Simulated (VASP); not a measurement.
Output of a VASP run:

File OSZICAR:
```
       N       E                     dE             d eps       ncg     rms          rms(c)
DAV:   1     0.129615174770E+03    0.12962E+03   -0.11530E+04  5880   0.140E+03
DAV:   2    -0.145569700323E+02   -0.14417E+03   -0.14237E+03  7154   0.338E+02
DAV:   3    -0.178183930497E+02   -0.32614E+01   -0.32104E+01  7987   0.449E+01
DAV:   4    -0.178339357014E+02   -0.15543E-01   -0.15541E-01  6594   0.368E+00
DAV:   5    -0.178340765305E+02   -0.14083E-03   -0.14082E-03  8120   0.328E-01    0.206E+01
DAV:   6    -0.172125252313E+02    0.62155E+00   -0.67834E+00  6860   0.176E+01    0.455E+00
DAV:   7    -0.171115024306E+02    0.10102E+00   -0.10857E+00  6626   0.678E+00    0.455E+00
DAV:   8    -0.170899633513E+02    0.21539E-01   -0.10693E-01  7007   0.276E+00    0.456E-01
DAV:   9    -0.170902921847E+02   -0.32883E-03   -0.25482E-03  7238   0.443E-01    0.238E-01
DAV:  10    -0.170903992500E+02   -0.10707E-03   -0.74547E-04  7252   0.236E-01    0.443E-02
DAV:  11    -0.170904064984E+02   -0.72484E-05   -0.19590E-04  7140   0.113E-01    0.358E-02
DAV:  12    -0.170904022687E+02    0.42296E-05   -0.37034E-05  6790   0.431E-02    0.613E-03
DAV:  13    -0.170904020030E+02    0.26576E-06   -0.10630E-06  6769   0.994E-03    0.242E-03
DAV:  14    -0.170904019713E+02    0.31626E-07   -0.13788E-08  4039   0.967E-04
   1 F= -.17090402E+02 E0= -.17090297E+02  d E =-.170904E+02
       N       E                     dE             d eps       ncg     rms          rms(c)
DAV:   1    -0.170920202110E+02   -0.16182E-02   -0.54986E-02  6195   0.225E+00    0.205E-01
DAV:   2    -0.170911255451E+02    0.89467E-03   -0.18220E-03  7525   0.355E-01    0.103E-01
DAV:   3    -0.170908694044E+02    0.25614E-03   -0.70347E-04  7483   0.216E-01    0.390E-02
DAV:   4    -0.170908620851E+02    0.73193E-05   -0.46447E-05  6622   0.522E-02    0.140E-02
DAV:   5    -0.170908613366E+02    0.74849E-06   -0.28206E-06  7217   0.111E-02    0.603E-03
DAV:   6    -0.170908613187E+02    0.17896E-07   -0.48615E-07  7070   0.474E-03
   2 F= -.17090861E+02 E0= -.17090800E+02  d E =-.459347E-03
       N       E                     dE             d eps       ncg     rms          rms(c)
DAV:   1    -0.170909191718E+02   -0.57835E-04   -0.17127E-03  6188   0.398E-01    0.363E-02
DAV:   2    -0.170908913259E+02    0.27846E-04   -0.56277E-05  7539   0.625E-02    0.182E-02
DAV:   3    -0.170908833832E+02    0.79427E-05   -0.22142E-05  7448   0.380E-02    0.676E-03
DAV:   4    -0.170908831437E+02    0.23953E-06   -0.13939E-06  6657   0.898E-03    0.245E-03
DAV:   5    -0.170908831136E+02    0.30023E-07   -0.78232E-08  3493   0.192E-03
   3 F= -.17090883E+02 E0= -.17090815E+02  d E =-.481142E-03
       N       E                     dE             d eps       ncg     rms          rms(c)
DAV:   1    -0.170910076265E+02   -0.12448E-03   -0.49061E-03  6867   0.625E-01    0.531E-02
DAV:   2    -0.170909342858E+02    0.73341E-04   -0.19460E-04  6986   0.109E-01    0.279E-02
DAV:   3    -0.170909164730E+02    0.17813E-04   -0.49765E-05  7294   0.549E-02    0.106E-02
DAV:   4    -0.170909149529E+02    0.15200E-05   -0.62959E-06  7210   0.191E-02    0.407E-03
DAV:   5    -0.170909148471E+02    0.10584E-06   -0.43623E-07  6482   0.429E-03    0.205E-03
DAV:   6    -0.170909148345E+02    0.12563E-07   -0.35553E-08  3143   0.139E-03
   4 F= -.17090915E+02 E0= -.17090848E+02  d E =-.317209E-04
```

File OUTCAR:
```
------------------------ aborting loop because EDIFF is reached ----------------------------------------
  FORCE on cell =-STRESS in cart. coord.  units (eV):
  Direction    XX          YY          ZZ          XY          YZ          ZX
  --------------------------------------------------------------------------------------
  Total        1.5405981      1.5405981      1.5536175      0.0000000      0.0000000     -0.0000000
  in kB       61.5718777     61.5718777     62.0922156      0.0000000      0.0000000     -0.0000000
  external PRESSURE =      61.7453237 kB  Pullay stress =       0.0000000 kB
  volume of cell :       40.09
      direct lattice vectors                 reciprocal lattice vectors
    -1.600221644  1.600221644  3.913787665     0.000000000  0.312456716  0.127753481
     1.600221644 -1.600221644  3.913787665     0.312456716  0.000000000  0.127753481
     1.600221644  1.600221644 -3.913787665     0.312456716  0.312456716  0.000000000
 POSITION                                       TOTAL-FORCE (eV/Angst)
 -----------------------------------------------------------------------------------
      1.60022      1.60022      1.28996        -0.000000     -0.000000     -0.002797
      0.00000      0.00000      2.62382         0.000000      0.000000      0.002797
      0.00000      0.00000      0.00000         0.000000      0.000000     -0.000000
 -----------------------------------------------------------------------------------
    total drift:                                0.000000      0.000000     -0.000000
  FREE ENERGIE OF THE ION-ELECTRON SYSTEM (eV)
  ---------------------------------------------------
  free  energy   TOTEN  =       -17.0909148345 eV

  energy  without entropy=      -17.0907153874  energy(sigma->0) =      -17.09084835

 reached required accuracy - stopping structural energy minimisation
```
(Selected blocks of OUTCAR.)

File POSCAR:
```
MoSi2
1
   -1.6012231789     1.6012231789     3.9088931963
    1.6012231789    -1.6012231789     3.9088931963
    1.6012231789     1.6012231789    -3.9088931963
Si Mo
2 1
Direct
  0.6642181158   0.6642181158   0.0000000000
  0.3357818842   0.3357818842   0.0000000000
  0.0000000000   0.0000000000   0.0000000000
```

Task: Write an INCAR and KPOINTS that could have produced this output.

Result: Several could match; the one computed here: the input of the run itself, optB88-vdW, plane waves, VASP's PBE PAW potentials (set 64).

INCAR:
```
AGGAC  =  0.0
ALGO  =  Normal
EDIFF  =  1E-7
EDIFFG  =  -0.01
ENCUT  =  520
GGA  =  BO
IBRION  =  2
ISIF  =  4
ISMEAR  =  1
LASPH  =  .TRUE.
LCHARG  =  .FALSE.
LMAXMIX  =  4
LREAL  =  .FALSE.
LUSE_VDW  =  .TRUE.
LWAVE  =  .FALSE.
NELM  =  100
NSW  =  30
PARAM1  =  0.1833333333
PARAM2  =  0.22
PREC  =  Accurate
SIGMA  =  0.1
SYSTEM  =  MoSi2
```

### KPOINTS
```
kpoints
0
gamma
  13 13 13
0 0 0
```

POTCAR, in this order: Si Mo_sv (PBE.64 set). Program: vasp_std.

The compound is MoSi2 in the MoSi2 type structure. This cell is one point of a volume scan, at 0.97 of the reference volume. Symmetry was kept, so distortions that lower it aren't found.
